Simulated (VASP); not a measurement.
Output of a VASP run:

OSZICAR:
```
...
   3 F= -.23324237E+01 E0= -.23325642E+01  d E =-.796511E-04
       N       E                     dE             d eps       ncg     rms          rms(c)
DAV:   1    -0.233434639816E+01   -0.19227E-02   -0.10008E-01  5453   0.303E+00    0.284E-01
DAV:   2    -0.233314644237E+01    0.12000E-02   -0.14725E-03  7391   0.975E-01    0.167E-01
DAV:   3    -0.233271283980E+01    0.43360E-03   -0.15687E-03  6589   0.139E+00    0.112E-01
DAV:   4    -0.233253869061E+01    0.17415E-03   -0.75397E-04  6224   0.994E-01    0.221E-02
DAV:   5    -0.233254015820E+01   -0.14676E-05   -0.26514E-05  5408   0.523E-02    0.128E-02
DAV:   6    -0.233254006196E+01    0.96238E-07   -0.23642E-06  7420   0.401E-02    0.254E-03
DAV:   7    -0.233253998049E+01    0.81470E-07   -0.34613E-07  4259   0.208E-02
   4 F= -.23325400E+01 E0= -.23327371E+01  d E =-.195916E-03
       N       E                     dE             d eps       ncg     rms          rms(c)
DAV:   1    -0.234001556882E+01   -0.74755E-02   -0.40214E-01  5446   0.608E+00    0.568E-01
DAV:   2    -0.233522722386E+01    0.47883E-02   -0.58894E-03  7382   0.196E+00    0.334E-01
DAV:   3    -0.233347388611E+01    0.17533E-02   -0.62449E-03  6654   0.276E+00    0.221E-01
DAV:   4    -0.233278649411E+01    0.68739E-03   -0.29611E-03  6154   0.199E+00    0.437E-02
DAV:   5    -0.233279285879E+01   -0.63647E-05   -0.10756E-04  5402   0.103E-01    0.256E-02
DAV:   6    -0.233279252188E+01    0.33691E-06   -0.93775E-06  7444   0.806E-02    0.510E-03
DAV:   7    -0.233279221553E+01    0.30635E-06   -0.15165E-06  7606   0.395E-02    0.181E-03
DAV:   8    -0.233279221379E+01    0.17440E-08   -0.40177E-08  2850   0.507E-03
   5 F= -.23327922E+01 E0= -.23329962E+01  d E =-.448149E-03
       N       E                     dE             d eps       ncg     rms          rms(c)
DAV:   1    -0.236248278229E+01   -0.29691E-01   -0.16240E+00  5432   0.122E+01    0.114E+00
DAV:   2    -0.234309313718E+01    0.19390E-01   -0.23155E-02  7349   0.387E+00    0.675E-01
DAV:   3    -0.233574223470E+01    0.73509E-02   -0.26074E-02  6712   0.562E+00    0.456E-01
DAV:   4    -0.233289978067E+01    0.28425E-02   -0.12059E-02  6163   0.410E+00    0.886E-02
DAV:   5    -0.233292794703E+01   -0.28166E-04   -0.46168E-04  5525   0.218E-01    0.546E-02
DAV:   6    -0.233292716225E+01    0.78478E-06   -0.41527E-05  7376   0.177E-01    0.116E-02
DAV:   7    -0.233292560666E+01    0.15556E-05   -0.67628E-06  7647   0.853E-02    0.406E-03
DAV:   8    -0.233292559184E+01    0.14819E-07   -0.27896E-07  4524   0.141E-02
   6 F= -.23329256E+01 E0= -.23329682E+01  d E =-.581527E-03
       N       E                     dE             d eps       ncg     rms          rms(c)
DAV:   1    -0.234055945113E+01   -0.76338E-02   -0.40368E-01  5390   0.605E+00    0.572E-01
DAV:   2    -0.233559670332E+01    0.49627E-02   -0.54219E-03  7448   0.173E+00    0.335E-01
DAV:   3    -0.233361399969E+01    0.19827E-02   -0.56196E-03  6971   0.258E+00    0.207E-01
DAV:   4    -0.233305529188E+01    0.55871E-03   -0.26304E-03  6062   0.185E+00    0.441E-02
DAV:   5    -0.233305977531E+01   -0.44834E-05   -0.87901E-05  5300   0.977E-02    0.263E-02
DAV:   6    -0.233305944964E+01    0.32567E-06   -0.87580E-06  7212   0.810E-02    0.508E-03
DAV:   7    -0.233305923198E+01    0.21766E-06   -0.15087E-06  7598   0.408E-02    0.177E-03
DAV:   8    -0.233305923531E+01   -0.33297E-08   -0.33250E-08  2723   0.327E-03
   7 F= -.23330592E+01 E0= -.23332493E+01  d E =-.715171E-03
```

File OUTCAR:
```
------------------------ aborting loop because EDIFF is reached ----------------------------------------
  FORCE on cell =-STRESS in cart. coord.  units (eV):
  Direction    XX          YY          ZZ          XY          YZ          ZX
  --------------------------------------------------------------------------------------
  Total        0.9118212      0.9118212      0.8880459      0.0000000      0.0000000     -0.0000000
  in kB       51.3288384     51.3288384     49.9904634      0.0000000      0.0000000     -0.0000000
  external PRESSURE =      50.8827134 kB  Pullay stress =       0.0000000 kB
  volume of cell :       28.46
      direct lattice vectors                 reciprocal lattice vectors
     2.864803667  0.000000000  0.000000000     0.349064060  0.000000000 -0.000000000
     0.000000000  2.864803667  0.000000000     0.000000000  0.349064060 -0.000000000
     0.000000000  0.000000000  3.467920373    -0.000000000  0.000000000  0.288357255
 POSITION                                       TOTAL-FORCE (eV/Angst)
 -----------------------------------------------------------------------------------
      0.00000      0.00000      0.00000         0.000000      0.000000      0.000000
      1.43240      1.43240      1.73396        -0.000000     -0.000000      0.000000
 -----------------------------------------------------------------------------------
    total drift:                                0.000000      0.000000     -0.000000
  FREE ENERGIE OF THE ION-ELECTRON SYSTEM (eV)
  ---------------------------------------------------
  free  energy   TOTEN  =        -2.3330592353 eV

  energy  without entropy=       -2.3336294180  energy(sigma->0) =       -2.33324930

 reached required accuracy - stopping structural energy minimisation
```
(Selected blocks of OUTCAR.)

### POSCAR
```
CuAu
1
    2.8375397570     0.0000000000     0.0000000000
    0.0000000000     2.8375397570    -0.0000000000
    0.0000000000     0.0000000000     3.5348821100
Cu Au
1 1
Direct
  0.0000000000   0.0000000000   0.0000000000
  0.5000000000   0.5000000000   0.5000000000
```

**Question.** Write an INCAR and KPOINTS that could have produced this output.

**Answer.** Several could match; the one computed here: the input of the run itself, rev-vdW-DF2, plane waves, VASP's PBE PAW potentials (set 64).

### INCAR
```
# general
SYSTEM   = CuAu
PREC     = Accurate
ENCUT    = 520
LREAL    = .FALSE.
LASPH    = .TRUE.

# electronic loop
EDIFF    = 1E-7
NELM     = 100
ALGO     = Normal
LMAXMIX  = 6

# smearing
ISMEAR   = 1
SIGMA    = 0.1

# functional
GGA      = MK
LUSE_VDW = .TRUE.
AGGAC    = 0.0
PARAM1   = 0.1234568
PARAM2   = 0.7114
ZAB_VDW  = -1.8867

# ions
IBRION   = 2
NSW      = 30
ISIF     = 4
EDIFFG   = -0.01

# output
LWAVE    = .FALSE.
LCHARG   = .FALSE.
```

**KPOINTS**
```
Automatic mesh
0
Gamma
13 13 10
0 0 0
```

POTCAR, in this order: Cu Au (PBE.64 set). Program: vasp_std.

The compound is CuAu in the L1_0 structure. This cell is one point of a volume scan, at 0.97 of the reference volume. Symmetry was kept, so distortions that lower it aren't found.
